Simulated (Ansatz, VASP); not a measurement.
# TiNCl: VASP beside Ansatz, part 2 of 3

One calculation is typed for both programs; each brings its own data sets and cutoff. How far apart do they land?  The structure shown is the end of the VASP relaxation below.

VASP 6.6.1 and Ansatz 0.2.0.

So far: Starting point; VASP: relaxation, PBEsol with D3(BJ).

## (3) Ansatz: single point, PBEsol with D3(BJ)

Level of this step: Ansatz beside VASP: Kohn-Sham DFT, plane waves, PBEsol with D3(BJ) (Ansatz).

Ansatz runs on its default PAW (the set named soft_2) files.

The same cell, functional, mesh and smearing now go to Ansatz, which takes its cutoff from its data sets.

input.yaml

```yaml
crystal:
  lattice:
    - [3.258, 0.0, 0.0]
    - [0.0, 3.937, 0.0]
    - [0.0, 0.0, 27.95298]
  atoms:
    - { symbol: Cl, position: [0.0, 0.0, 0.26830771] }
    - { symbol: Cl, position: [0.5, 0.5, 0.45254495] }
    - { symbol: Cl, position: [0.0, 0.0, 0.53669444] }
    - { symbol: Cl, position: [0.5, 0.5, 0.71965827] }
    - { symbol: Ti, position: [0.5, 0.0, 0.3325116] }
    - { symbol: Ti, position: [0.0, 0.5, 0.38834106] }
    - { symbol: Ti, position: [0.5, 0.0, 0.60100684] }
    - { symbol: Ti, position: [0.0, 0.5, 0.65504841] }
    - { symbol: "N", position: [0.5, 0.5, 0.34646896] }
    - { symbol: "N", position: [0.0, 0.0, 0.3743837] }
    - { symbol: "N", position: [0.5, 0.5, 0.61329842] }
    - { symbol: "N", position: [0.0, 0.0, 0.64269673] }
hamiltonian:
  xc: pbesol
  pseudopotentials: { kind: paw }
  dispersion: d3bj
kpoints:
  mp_grid: { grid: [5, 4, 1] }
scf:
  occupations: { method: gaussian, width: 0.05 }
  n_extra_bands: 7
efield:
  axis: 3
  dipole_correction: true
  ramp_width: 0.04
output:
  forces: true
  eigenvalues: true
  write_density: true
  write_potential: true
  elf: true
  volumetric_format: npy
```

The run is started by

```
$ ansatz run input.yaml --threads 4 --pin off --max-ram 9216MiB --backend cpu --events-out ev --progress --plain --runs-dir out
```

Numbers of over 12 decimals in the logs are rounded to 6 here.

Output:

```text
scf.n_extra_bands = 7 over 48 filled bands (N_el = 96.0): the run solves 55 bands
Engine: ansatz 0.2.0, x86_64-unknown-linux-gnu
Pseudopotentials: kind: paw
Pseudopotential: Cl, paw, valence charge 7, recommended cutoff 420 eV (normal), Cl.paw.azcp
Pseudopotential: Ti, paw, valence charge 12, recommended cutoff 420 eV (normal), Ti.paw.azcp
Pseudopotential: N, paw, valence charge 5, recommended cutoff 420 eV (normal), N.paw.azcp
Functional definition: PBEsol
  exchange = pbesol_x
  correlation = pbesol_c
Crystal: 12 atoms, lattice volume = 358.546 Å³
Basis set: ecut = 420 eV, 7103 PW (Γ), exchange–correlation on 48×54×384 points (8 copies of the dense FFT grid, shifted against one another)
Bands: 55, of which v1, the nominal top of the filled ones, is band 48 counted from 1 (47 counted from 0)
Symmetry: 4 space group operations
Space group: Pmm2 (ITA 25), of the structure as read, at distance tolerance 7.1e-5 Å
k-points: 9 of 20
Non-local potential: Cl, projectors of the file, l = 0: 2, l = 1: 2, l = 2: 2
Non-local potential: Ti, projectors of the file, l = 0: 3, l = 1: 2, l = 2: 3, l = 3: 1
Non-local potential: N, projectors of the file, l = 0: 2, l = 1: 2, l = 2: 1
PAW form: soft (Blöchl's): semilocal exchange-correlation on the pseudo side does not see the compensation charge
PAW frozen core: Cl, regenerated for the run's functional, and the local potential with it (the file was generated under x = pbe(κ = 0.804, μ = 0.219515), c = pbe(β = 0.066725))
PAW frozen core: Ti, regenerated for the run's functional, and the local potential with it (the file was generated under x = pbe(κ = 0.804, μ = 0.219515), c = pbe(β = 0.066725))
PAW frozen core: N, regenerated for the run's functional, and the local potential with it (the file was generated under x = pbe(κ = 0.804, μ = 0.219515), c = pbe(β = 0.066725))
PAW one-centre angular grid: Cl, 110 points (default); XC on 64 Gauss nodes
PAW one-centre angular grid: Ti, 590 points (default); XC on 64 Gauss nodes
PAW one-centre angular grid: N, 110 points (default); XC on 64 Gauss nodes
Initial density: superposition of atomic densities (neutral atoms: chi_scale 0, normalization atom), corrected by the library's trained network
Initial wavefunctions: pseudopotential atomic-orbital guess
Functional: x = pbesol(κ = 0.804, μ = 0.123457), c = pbesol(β = 0.046)
SCF iter   1: F=—  HF=-15674.794238 eV  |F-HF|=—  |Δ(HF+E_count)|=         —  Δρ=6.05e-3  dr2=1.72e-1  ethr=1.77e-3  p=-0.009 e·Å  D=-4.56e-3 V/Å  ΔV_dip=0.13 eV  dr2_dipole=2.73e-4  V_vac-E_F(+/−)=6.46/6.33 eV  ⟨swp⟩=6.4  Hψ=2142  notcnv=0
efield: sawtooth ramp at fractional position 0.9740 (placed from the atoms, in the widest stretch of the axis that holds none; the zero of the levels goes with the place), width 0.0400; the density the first Hamiltonian is built on has a dipole p = -0.009 e·Å; the dipole correction subtracts the counter field D = -4.56e-3 V/Å, which shifts the + side's vacuum level by +0.13 eV against the − side's; the planar-averaged density in the ramp window peaks in size at 1.2e-5 e/Å³
preconditioner: auto → Resta (q_TF=auto, 2.190 Å⁻¹)  ε∞=5.2  [insulator: Δε(μ)=0.433 eV  Ē_g=7.673 eV  σ=0.050 eV  W_gap=1.00  n_scr=62 (ndim 8)  ℏωp=15.7 eV  f_vac=0.470  D(μ)=0.00/eV (n_scr^D=0)  ε∞_Penn≈5.2  vacuum switching on, ρ_ref=4.3e-3 e/Å³]
SCF iter   2: F=—  HF=-15674.766706 eV  |F-HF|=—  |Δ(HF+E_count)|=   2.75e-2  Δρ=3.63e-3  dr2=5.03e-2  ethr=1.79e-4  p=-0.005 e·Å  D=-2.66e-3 V/Å  ΔV_dip=0.07 eV  dr2_dipole=2.62e-5  V_vac-E_F(+/−)=6.29/6.21 eV  ⟨swp⟩=2.0  Hψ=876  notcnv=0  defer=20
SCF iter   3: F=—  HF=-15674.759679 eV  |F-HF|=—  |Δ(HF+E_count)|=   7.03e-3  Δρ=1.74e-3  dr2=1.24e-2  ethr=5.24e-5  p=-0.004 e·Å  D=-2.21e-3 V/Å  ΔV_dip=0.06 eV  dr2_dipole=1.79e-5  V_vac-E_F(+/−)=6.26/6.20 eV  ⟨swp⟩=2.3  Hψ=775  notcnv=0  defer=20
SCF iter   4: F=—  HF=-15674.758584 eV  |F-HF|=—  |Δ(HF+E_count)|=   1.09e-3  Δρ=6.98e-4  dr2=2.66e-3  ethr=1.30e-5  p=-0.003 e·Å  D=-1.73e-3 V/Å  ΔV_dip=0.05 eV  dr2_dipole=1.16e-5  V_vac-E_F(+/−)=6.22/6.17 eV  ⟨swp⟩=2.0  Hψ=717  notcnv=0  defer=20
SCF iter   5: F=—  HF=-15674.758504 eV  |F-HF|=—  |Δ(HF+E_count)|=   8.06e-5  Δρ=3.17e-4  dr2=5.00e-4  ethr=2.77e-6  p=-0.002 e·Å  D=-1.10e-3 V/Å  ΔV_dip=0.03 eV  dr2_dipole=3.39e-7  V_vac-E_F(+/−)=6.17/6.14 eV  ⟨swp⟩=2.0  Hψ=730  notcnv=0  defer=20
SCF iter   6: F=—  HF=-15674.758484 eV  |F-HF|=—  |Δ(HF+E_count)|=   1.99e-5  Δρ=1.15e-4  dr2=9.41e-5  ethr=5.21e-7  p=-0.002 e·Å  D=-9.05e-4 V/Å  ΔV_dip=0.03 eV  dr2_dipole=3.10e-7  V_vac-E_F(+/−)=6.15/6.13 eV  ⟨swp⟩=2.0  Hψ=735  notcnv=0  defer=20
SCF iter   7: F=—  HF=-15674.758788 eV  |F-HF|=—  |Δ(HF+E_count)|=   3.04e-4  Δρ=4.50e-5  dr2=1.19e-5  ethr=9.80e-8  p=-0.002 e·Å  D=-8.13e-4 V/Å  ΔV_dip=0.02 eV  dr2_dipole=5.51e-8  V_vac-E_F(+/−)=6.14/6.12 eV  ⟨swp⟩=2.0  Hψ=726  notcnv=0  defer=20
SCF iter   8: F=—  HF=-15674.758793 eV  |F-HF|=—  |Δ(HF+E_count)|=   5.92e-6  Δρ=3.75e-5  dr2=6.83e-6  ethr=1.24e-8  p=-0.001 e·Å  D=-7.54e-4 V/Å  ΔV_dip=0.02 eV  dr2_dipole=4.52e-9  V_vac-E_F(+/−)=6.14/6.12 eV  ⟨swp⟩=2.3  Hψ=773  notcnv=0  defer=20
SCF iter   9: F=—  HF=-15674.758793 eV  |F-HF|=—  |Δ(HF+E_count)|=   2.74e-7  Δρ=1.08e-5  dr2=5.92e-7  ethr=7.11e-9  p=-0.001 e·Å  D=-7.29e-4 V/Å  ΔV_dip=0.02 eV  dr2_dipole=1.86e-9  V_vac-E_F(+/−)=6.14/6.12 eV  ⟨swp⟩=2.0  Hψ=717  notcnv=0  defer=20
SCF iter  10: F=—  HF=-15674.758793 eV  |F-HF|=—  |Δ(HF+E_count)|=   1.04e-7  Δρ=7.43e-6  dr2=2.48e-7  ethr=6.17e-10  p=-0.001 e·Å  D=-7.21e-4 V/Å  ΔV_dip=0.02 eV  dr2_dipole=2.39e-11  V_vac-E_F(+/−)=6.14/6.12 eV  ⟨swp⟩=2.7  Hψ=766  notcnv=0  defer=20
SCF iter  11: F=-15674.758793 eV  HF=-15674.758793 eV  |F-HF|=2.33e-8  |Δ(HF+E_count)|=   1.00e-8  Δρ=4.04e-6  dr2=7.75e-8  ethr=1.04e-10  p=-0.001 e·Å  D=-7.21e-4 V/Å  ΔV_dip=0.02 eV  dr2_dipole=1.78e-10  V_vac-E_F(+/−)=6.14/6.12 eV  ⟨swp⟩=15.2  Hψ=4356  notcnv=0
SCF 1 converged in 11 iterations: F = -15674.758793 eV  dr2 = 7.75e-8
  greatest PAW one-centre occupation: 0.999 electrons in one spin orbital (limit 2), on the Ti atom at site 7 (counted from 0), in its partial waves of l = 0
WARN: The output density's exchange-correlation potential varies sharply where the density is thin. Do not read a vacuum level from v_tot or v_xc, or from such a field of the output density. On a cell that repeats whose density bears no net charge and no dipole along the vacuum's axis use v_es (v_loc + v_h of the components); under efield.dipole_correction with no amplitude use v_es + v_field, which holds any externa [...]
SCF converged after 11 iterations
Free energy (F): -15674.758793 eV
Harris-Foulkes:  -15674.758793 eV  (|F-HF|=2.33e-8)
Internal energy: -15674.758793 eV  (E = F + TS)
E sigma→0 (E₀):  -15674.758793 eV
Fermi energy:    1.086460 eV
Dipole field:    D = -0.000707 V/Å  (p = -0.001402 e·Å, saw-weighted, corrected)
Work function:   Φ+ = 6.1368 eV   Φ− = 6.1170 eV
Levels:          The Fermi level and band energies are counted from a zero that moves with the ramp; work functions are not
--- Per-component energies (eV) ---
  E_band       = -1556.624269
  E_kinetic    = 2254.213750
  E_local      = -83697.223675  (includes V_loc(G=0)·N_el)
  E_nonlocal   = 321.277709
  E_hartree    = 40790.282543
  E_xc         = -1052.345117
  E_vxc        = -1280.231968  (∫ρ·V_xc dr)
  E_paw        = -7138.723211  (= ΣΔE_a)
  E_vpaw       = -735.184652  (= ΣTr[D̂ρ^β])
  E_aug_tail   = 0.001334  (compensation charges beyond the density's cutoff)
  E_efield     = 0.000000  (sawtooth field / dipole correction)
  E_vefield    = 0.000499  (∫n·V_field dr)
  E_ewald      = 32849.261282
  E_disp       = -2.487070  (pairwise vdW)
  E_core_change = 0.983661  (= ΣΔE_core)
  E_smearing   = -0.000000  (= −TS)
  E_closure    = 0.000000  (closes the sum)
  Σ components = -15674.758793   (vs F -15674.758793, Δ=0.00e0)
--- Forces (eV/Å), atoms counted from 1 ---
  atom   1  Cl     0.00000000     0.00000000    -0.12406492
  atom   2  Cl     0.00000000     0.00000000     0.04710411
  atom   3  Cl     0.00000000     0.00000000    -0.03767215
  atom   4  Cl     0.00000000     0.00000000     0.02332322
  atom   5  Ti     0.00000000     0.00000000     0.75898707
  atom   6  Ti     0.00000000     0.00000000    -0.68028068
  atom   7  Ti     0.00000000     0.00000000     0.28669379
  atom   8  Ti     0.00000000     0.00000000    -0.30981400
  atom   9  N      0.00000000     0.00000000     0.12020623
  atom  10  N      0.00000000     0.00000000    -0.09990785
  atom  11  N      0.00000000     0.00000000     0.22332886
  atom  12  N      0.00000000     0.00000000    -0.20789745
  max |Σ_I F_I| component: 6.23e-6 eV/Å
--- Band table (eV; the first three rows and the last of 9) ---
  k-point 0: bands = [... 44 lower, -0.1475, -0.0252, 0.7854, 0.8752, 1.2978, 1.4339, 2.5271, 2.5541, ... 3 higher]
  k-point 1: bands = [... 44 lower, -0.7168, -0.6774, -0.5975, -0.5689, 2.2900, 2.3770, 2.4660, 2.5423, ... 3 higher]
  k-point 2: bands = [... 44 lower, -0.9333, -0.9274, -0.7534, -0.7424, 2.2296, 2.2347, 2.2599, 2.2641, ... 3 higher]
  k-point 8: bands = [... 44 lower, -1.2935, -1.2870, -1.2322, -1.2307, 2.6251, 2.6255, 2.6547, 2.6555, ... 3 higher]
```

It took 4.9 s on 4 threads of Intel Xeon Platinum 8488C (Sapphire Rapids), shared host; peak memory 0.8 GiB; 18 s of CPU time.

In the SCF lines HF is the Harris–Foulkes energy and dr2 the Hartree energy of the density residual, in eV; the loop may stop once dr2 is under the threshold and the program's other checks hold. Hψ counts applications of the Hamiltonian.

## (4) Comparison

Known differences besides the PAW data sets themselves: the data sets hold 96 valence electrons in Ansatz (default PAW (the set named soft_2) files) and 64 in VASP; the cutoff is 420 eV in Ansatz and 400 eV in VASP (PREC = Normal); Ansatz makes its cores anew for this functional, VASP keeps those of its PBE data sets; VASP leaves aspherical gradient terms in its spheres out (LASPH is not set), Ansatz keeps them. Total energies have different zeros and are not compared.

Both answers:

```
              quantity  Ansatz   VASP  difference
gap on the k mesh (eV)   0.423  0.317      +0.106
```

Forces on 10 of the 12 atoms, picked by the larger force of the two programs (eV/Å; atoms numbered as in POSCAR):

```
atom        Ansatz x, y, z          VASP x, y, z
 Cl1  0.000, 0.000, -0.124  0.000, 0.000, -0.098
 Cl2   0.000, 0.000, 0.047   0.000, 0.000, 0.024
 Ti5   0.000, 0.000, 0.759   0.000, 0.000, 0.442
 Ti6  0.000, 0.000, -0.680  0.000, 0.000, -0.367
 Ti7   0.000, 0.000, 0.287  0.000, 0.000, -0.021
 Ti8  0.000, 0.000, -0.310  0.000, 0.000, -0.001
  N9   0.000, 0.000, 0.120  0.000, 0.000, -0.090
 N10  0.000, 0.000, -0.100   0.000, 0.000, 0.094
 N11   0.000, 0.000, 0.223   0.000, 0.000, 0.008
 N12  0.000, 0.000, -0.208   0.000, 0.000, 0.012
```

The forces differ by 126 meV/Å r.m.s., which is 126.0 % of the r.m.s. force of 0.10 eV/Å (both taken over all components, held atoms included).

## (5) Further runs

The difference is large enough to ask for its cause, so further runs change the set-up of one program at a time, as the table lists.

```
                                                           run  r.m.s. force difference (meV/Å)
                                                      as above                              126
cores kept as stored, as VASP does, whose cores stay as stored                              124
                       Ansatz's larger PAW set (cutoff 910 eV)                              125
                   norm-conserving potentials (cutoff 1143 eV)                              124
```

## (6) VASP: band structure, PBEsol with D3(BJ)

Levels along a path test the potential and the projectors away from the mesh points.

INCAR

```
SYSTEM = TiNCl
PREC = Normal
ENCUT = 400
EDIFF = 1E-06
NELM = 120
ISMEAR = 0
SIGMA = 0.05
LREAL = .FALSE.
ALGO = Fast
GGA = PS
IVDW = 12
NBANDS = 60
LORBIT = 11
LWAVE = .TRUE.
LCHARG = .TRUE.
IDIPOL = 3
LDIPOL = .TRUE.
DIPOL = 0.5 0.5 0.494
LVHAR = .TRUE.
LVACPOTAV = .TRUE.
LELF = .TRUE.
NEDOS = 1500
```

POSCAR

```
TiNCl
1.0
    3.2580000000      0.0000000000      0.0000000000
    0.0000000000      3.9370000000      0.0000000000
    0.0000000000      0.0000000000     27.9529800000
Cl Ti N
4 4 4
Direct
    0.0000000000      0.0000000000      0.2683077100
    0.5000000000      0.5000000000      0.4525449500
    0.0000000000      0.0000000000      0.5366944449
    0.5000000000      0.5000000000      0.7196582711
    0.5000000000      0.0000000000      0.3325116000
    0.0000000000      0.5000000000      0.3883410600
    0.5000000000      0.0000000000      0.6010068385
    0.0000000000      0.5000000000      0.6550484137
    0.5000000000      0.5000000000      0.3464689600
    0.0000000000      0.0000000000      0.3743837000
    0.5000000000      0.5000000000      0.6132984227
    0.0000000000      0.0000000000      0.6426967255
```

KPOINTS

```
Automatic mesh
0
Gamma
5 4 1
0 0 0
```

KPOINTS_OPT

```
Line mode
14
Line-mode
Reciprocal
  0.00000000   0.00000000   0.00000000 GAMMA
  0.50000000   0.00000000   0.00000000 X

  0.50000000   0.00000000   0.00000000 X
  0.50000000   0.50000000   0.00000000 S

  0.50000000   0.50000000   0.00000000 S
  0.00000000   0.50000000   0.00000000 Y

  0.00000000   0.50000000   0.00000000 Y
  0.00000000   0.00000000   0.00000000 GAMMA

  0.00000000   0.00000000   0.00000000 GAMMA
  0.50000000   0.50000000   0.00000000 S
```

PAW data sets: Cl, Ti and N (PBE family, release 64).

The run is started by

```
$ mpirun -np 2 vasp_std
```

Output:

```text
[banner, memory and clock lines left out]
running    2 mpi-ranks, on    1 nodes
[...]
[... a notice as in an earlier step ...]

 LDA part: xc-table for (Slater+PW92), standard interpolation
 POSCAR, INCAR and KPOINTS ok, starting setup
[...]
entering main loop
       N       E                     dE             d eps       ncg     rms          rms(c)
DAV:   1     0.567475769711E+03    0.56748E+03   -0.20020E+04  1080   0.726E+02
DAV:   2     0.151241548277E+02   -0.55235E+03   -0.49092E+03  1200   0.197E+02
DAV:   3    -0.116305994404E+03   -0.13143E+03   -0.12712E+03  1252   0.111E+02
DAV:   4    -0.121487862521E+03   -0.51819E+01   -0.51613E+01  1268   0.264E+01
[...]
RMM:  26    -0.940946131854E+02   -0.32067E-05   -0.40277E-08   550   0.631E-04    0.484E-04
RMM:  27    -0.940946154727E+02   -0.22873E-05   -0.45210E-08   592   0.662E-04    0.228E-04
RMM:  28    -0.940946162159E+02   -0.74324E-06   -0.24329E-08   519   0.558E-04
|                                                                             |
[...]
|                                                                             |

   1 F= -.96581280E+02 E0= -.96581280E+02  d E =-.136287E-06
 Start KPOINTS_OPT (optional k-point list driver)
k-point batch [1-9\70]
       N       E                     dE             ncg
DAV:   1     0.700710858775E+03   -0.25939E+04     1080
DAV:   2    -0.346740613715E+04   -0.41681E+04     1216
DAV:   3    -0.428824553689E+04   -0.82084E+03     1260
DAV:   4    -0.432260189777E+04   -0.34356E+02     1156
[...]
DAV:   8    -0.432334292978E+04   -0.38871E-04     1160
DAV:   9    -0.432334293165E+04   -0.18628E-05      932
DAV:  10    -0.432334293180E+04   -0.15511E-06      708
[...]
k-point batch [64-70\70]
       N       E                     dE             ncg
DAV:   1     0.192787496589E+04   -0.12784E+05      840
DAV:   2    -0.126078099966E+04   -0.31887E+04      944
DAV:   3    -0.188735775998E+04   -0.62658E+03      984
DAV:   4    -0.191191959713E+04   -0.24562E+02      912
DAV:   5    -0.191236812003E+04   -0.44852E+00     1040
DAV:   6    -0.191238069593E+04   -0.12576E-01      944
DAV:   7    -0.191238115734E+04   -0.46140E-03     1048
DAV:   8    -0.191238117625E+04   -0.18913E-04      952
DAV:   9    -0.191238117694E+04   -0.69371E-06      680
 writing wavefunctions
```

From OUTCAR (step 6):

```text
 Edisp (eV)   -2.48666

  Total      -5.29028    -3.61626    -2.35013     0.00000     0.00000     0.00000
  in kB     -23.63984   -16.15944   -10.50168     0.00000     0.00000     0.00000
  external pressure =      -16.77 kB  Pullay stress =        0.00 kB

 POSITION                                       TOTAL-FORCE (eV/Angst)
 -----------------------------------------------------------------------------------
      0.00000      0.00000      7.50000         0.000000      0.000000     -0.096719
      1.62900      1.96850     12.64998         0.000000      0.000000      0.025616
      0.00000      0.00000     15.00221         0.000000      0.000000     -0.013241
      1.62900      1.96850     20.11659         0.000000      0.000000     -0.003645
      1.62900      0.00000      9.29469         0.000000      0.000000      0.443908
      0.00000      1.96850     10.85529         0.000000      0.000000     -0.365047
      1.62900      0.00000     16.79993         0.000000      0.000000     -0.019185
      0.00000      1.96850     18.31056         0.000000      0.000000      0.001836
      1.62900      1.96850      9.68484         0.000000      0.000000     -0.088326
      0.00000      0.00000     10.46514         0.000000      0.000000      0.095196
      1.62900      1.96850     17.14352         0.000000      0.000000      0.008491
      0.00000      0.00000     17.96529         0.000000      0.000000      0.011118
 -----------------------------------------------------------------------------------
    total drift:                                0.000000      0.000000     -0.013898

  FREE ENERGIE OF THE ION-ELECTRON SYSTEM (eV)
  ---------------------------------------------------
  free  energy   TOTEN  =       -96.5812798901 eV

  energy  without entropy=      -96.5812797538  energy(sigma->0) =      -96.58127982

[... 1 part as in an earlier step ...]

[... 2 further parts left out ...]
[key lines of the parts left out:]
E-fermi :  -1.5404
```

(Part 2 of 3 ends here.)

[Lines on the potential files, build, host, timing and source positions are cut from VASP's logs without a mark.]

[Logs are printed without paths, hosts, clocks, repeated set-up lines and the standing remarks that a program may print on its own settings, such as how far it seeks lower states.]

[Hosts, paths, dates, database ids (printed as entryN), source tags and the programs' standing remarks are cut or masked in the printed files.]
